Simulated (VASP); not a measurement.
Calculation: revTPSS meta-GGA, VASP's PBE PAW potentials (set 64) (plane waves; VASP).

The input files of a VASP run:

### POSCAR
```
C
1.0
  0.0000000000   1.7835000000   1.7835000000
  1.7835000000   0.0000000000   1.7835000000
  1.7835000000   1.7835000000   0.0000000000
C
2
Cartesian
  0.0000000000   0.0000000000   0.0000000000
  0.8917500000   0.8917500000   0.8917500000
```

INCAR:
```
ALGO  =  Normal
EDIFF  =  1E-6
EDIFFG  =  -0.01
ENCUT  =  520
IBRION  =  2
ISIF  =  3
ISMEAR  =  0
LASPH  =  .TRUE.
LCHARG  =  .FALSE.
LMIXTAU  =  .TRUE.
LREAL  =  .FALSE.
LWAVE  =  .FALSE.
METAGGA  =  RTPSS
NELM  =  100
NSW  =  60
PREC  =  Accurate
SIGMA  =  0.05
SYSTEM  =  C
```

File KPOINTS:
```
Automatic mesh
0
Gamma
11 11 11
0 0 0
```

POTCAR, in this order: C (PBE.64 set). Program: vasp_std.

Output of the run:

### OSZICAR
```
       N       E                     dE             d eps       ncg     rms          rms(c)
DAV:   1    -0.546711018936E+01   -0.54671E+01   -0.50812E+03   928   0.101E+03
DAV:   2    -0.214939003509E+02   -0.16027E+02   -0.15444E+02  1368   0.112E+02
DAV:   3    -0.215648624964E+02   -0.70962E-01   -0.70962E-01   952   0.102E+01
DAV:   4    -0.215649148805E+02   -0.52384E-04   -0.52384E-04  1384   0.269E-01
DAV:   5    -0.215649148833E+02   -0.28146E-08   -0.28146E-08   928   0.148E-03    0.532E+00
DAV:   6    -0.203928903282E+02    0.11720E+01   -0.71269E+00  1176   0.358E+01    0.353E+00
DAV:   7    -0.204593717591E+02   -0.66481E-01   -0.12593E-02   968   0.150E+00    0.321E+00
DAV:   8    -0.203167287665E+02    0.14264E+00   -0.82401E-01  1088   0.733E+00    0.750E-01
DAV:   9    -0.204481914030E+02   -0.13146E+00   -0.26513E-01  1064   0.504E+00    0.631E-01
DAV:  10    -0.204541564718E+02   -0.59651E-02   -0.18100E-03  1016   0.573E-01    0.434E-01
DAV:  11    -0.204908643091E+02   -0.36708E-01   -0.87760E-03  1024   0.101E+00    0.135E-01
DAV:  12    -0.204912581385E+02   -0.39383E-03   -0.89110E-04   984   0.264E-01    0.413E-02
DAV:  13    -0.204912268884E+02    0.31250E-04   -0.18039E-05  1192   0.451E-02    0.235E-02
DAV:  14    -0.204912125959E+02    0.14292E-04   -0.25474E-05  1248   0.518E-02    0.338E-03
DAV:  15    -0.204912213057E+02   -0.87098E-05   -0.85117E-06   968   0.305E-02    0.362E-04
DAV:  16    -0.204912215421E+02   -0.23638E-06   -0.29477E-07   456   0.712E-03
   1 F= -.20491222E+02 E0= -.20491222E+02  d E =-.204912E+02
       N       E                     dE             d eps       ncg     rms          rms(c)
DAV:   1    -0.204905236240E+02    0.69768E-03   -0.20010E-02  1072   0.153E+00    0.141E-01
DAV:   2    -0.204911989157E+02   -0.67529E-03   -0.19116E-04  1048   0.152E-01    0.759E-02
DAV:   3    -0.204903014425E+02    0.89747E-03   -0.18802E-03  1136   0.326E-01    0.418E-02
DAV:   4    -0.204910982667E+02   -0.79682E-03   -0.73331E-04  1128   0.216E-01    0.153E-02
DAV:   5    -0.204911010516E+02   -0.27849E-05   -0.39314E-06   952   0.269E-02    0.537E-03
DAV:   6    -0.204911072303E+02   -0.61787E-05   -0.51424E-06   968   0.250E-02    0.532E-04
DAV:   7    -0.204911067549E+02    0.47538E-06   -0.19184E-07   448   0.548E-03
   2 F= -.20491107E+02 E0= -.20491107E+02  d E =0.114787E-03
       N       E                     dE             d eps       ncg     rms          rms(c)
DAV:   1    -0.204912957577E+02   -0.18853E-03   -0.59995E-03  1064   0.837E-01    0.774E-02
DAV:   2    -0.204914766748E+02   -0.18092E-03   -0.55061E-05  1048   0.815E-02    0.416E-02
DAV:   3    -0.204912420505E+02    0.23462E-03   -0.54911E-04  1136   0.175E-01    0.226E-02
DAV:   4    -0.204914535722E+02   -0.21152E-03   -0.21080E-04  1128   0.115E-01    0.836E-03
DAV:   5    -0.204914553011E+02   -0.17289E-05   -0.11579E-06   880   0.147E-02    0.305E-03
DAV:   6    -0.204914561358E+02   -0.83465E-06   -0.15982E-06   872   0.139E-02
   3 F= -.20491456E+02 E0= -.20491456E+02  d E =-.234594E-03
```

OUTCAR:
```
------------------------ aborting loop because EDIFF is reached ----------------------------------------
  FORCE on cell =-STRESS in cart. coord.  units (eV):
  Direction    XX          YY          ZZ          XY          YZ          ZX
  --------------------------------------------------------------------------------------
  Total        0.0008738      0.0008738      0.0008738      0.0000000     -0.0000000      0.0000000
  in kB        0.1238765      0.1238765      0.1238765      0.0000000     -0.0000000      0.0000000
  external PRESSURE =       0.1238765 kB  Pullay stress =       0.0000000 kB
  volume of cell :       11.30
      direct lattice vectors                 reciprocal lattice vectors
     0.000000000  1.781173485  1.781173485    -0.280713813  0.280713813  0.280713813
     1.781173485  0.000000000  1.781173485     0.280713813 -0.280713813  0.280713813
     1.781173485  1.781173485 -0.000000000     0.280713813  0.280713813 -0.280713813
 POSITION                                       TOTAL-FORCE (eV/Angst)
 -----------------------------------------------------------------------------------
      0.00000      0.00000     -0.00000         0.000000      0.000000      0.000000
      0.89059      0.89059      0.89059        -0.000000     -0.000000     -0.000000
 -----------------------------------------------------------------------------------
    total drift:                                0.000000      0.000000      0.000000
  FREE ENERGIE OF THE ION-ELECTRON SYSTEM (eV)
  ---------------------------------------------------
  free  energy   TOTEN  =       -20.4914561358 eV

  energy  without entropy=      -20.4914561358  energy(sigma->0) =      -20.49145614

 reached required accuracy - stopping structural energy minimisation
```
(Selected blocks of OUTCAR.)

**CONTCAR**
```
C
   1.00000000000000
     0.0000000000000000    1.7811734850029490    1.7811734850029490
     1.7811734850029490    0.0000000000000000    1.7811734850029490
     1.7811734850029490    1.7811734850029490   -0.0000000000000000
  C
     2
Direct
     0.0000000000000000    0.0000000000000000    0.0000000000000000
     0.2500000000000000    0.2500000000000000    0.2500000000000000
```

### OUTCAR
```
 val. band max:        9.8545632808   @ k =   0.0000   0.0000   0.0000

 cond. band min:      13.8841587350   @ k =   0.3636   0.3636   0.0000


 Fermi energy:        10.1283417547

 k-point     1 :       0.0000    0.0000    0.0000
  band No.  band energies     occupation
      1     -12.1718      2.00000
      2       9.8546      2.00000
      3       9.8546      2.00000
      4       9.8546      2.00000
      5      15.6277      0.00000
      6      15.6277      0.00000
      7      15.6277      0.00000
      8      23.3679      0.00000

 k-point     2 :       0.0909    0.0000    0.0000
  band No.  band energies     occupation
      1     -11.9379      2.00000
      2       8.3931      2.00000
      3       9.4717      2.00000
      4       9.4717      2.00000
      5      16.1330      0.00000
      6      16.1330      0.00000
      7      16.4335      0.00000
      8      23.5736      0.00000

 k-point     3 :       0.1818    0.0000    0.0000
  band No.  band energies     occupation
      1     -11.2397      2.00000
      2       5.4748      2.00000
      3       8.6757      2.00000
      4       8.6757      2.00000
      5      17.1749      0.00000
      6      17.1749      0.00000
      7      17.5429      0.00000
      8      24.1460      0.00000

 k-point     4 :       0.2727    0.0000    0.0000
  band No.  band energies     occupation
      1     -10.0900      2.00000
      2       2.2885      2.00000
      3       7.9010      2.00000
      4       7.9010      2.00000
      5      18.0410      0.00000
      6      18.0410      0.00000
      7      18.2227      0.00000
      8      24.8688      0.00000

 k-point     5 :       0.3636    0.0000    0.0000
  band No.  band energies     occupation
      1      -8.5261      2.00000
      2      -0.7511      2.00000
      3       7.3350      2.00000
      4       7.3350      2.00000
      5      18.4313      0.00000
      6      18.4313      0.00000
      7      18.5698      0.00000
...
```

The compound is C in the diamond structure. This run relaxes it. Symmetry was kept, so distortions that lower it aren't found.
